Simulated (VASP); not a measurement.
Data:

```
SrCl2
1.0
    0.00000     3.51958     3.51958
    3.51958     0.00000     3.51958
    3.51958     3.51958     0.00000
Sr Cl
1 2
Direct
  0.00000   0.00000   0.00000
  0.25000   0.25000   0.25000
  0.75000   0.75000   0.75000
```

These are PBE GGA, VASP's PBE PAW potentials (set 64) (plane waves; VASP) values and carry that method's errors. Run with 480 eV cut-off, 6×6×6 Γ-centred mesh, Gaussian smearing of 0.050 eV, potentials Sr_sv Cl.

Energy and stress use the plane-wave basis of the starting cell.

### Question
The ions, cell shape and volume at an external pressure of 10.0 GPa are relaxed. What does this cell relax into?

### Answer

```
SrCl2
1.0
    0.00000     3.30531     3.30531
    3.30531     0.00000     3.30531
    3.30531     3.30531     0.00000
Sr Cl
1 2
Direct
  0.00000   0.00000   0.00000
  0.25000   0.25000   0.25000
  0.75000   0.75000   0.75000
```
Space group Fm-3m (225), at a tolerance of 0.03 Å.

### Question
How do energy and volume change from the first to the last step?

### Answer
The energy (σ→0) changes by +132.2 meV/atom and the volume by -17.2 %, in 3 ionic steps.

The compound is SrCl2 in the fluorite structure. This run relaxes it under an external pressure of 10 GPa. Symmetry was kept, so distortions that lower it aren't found.
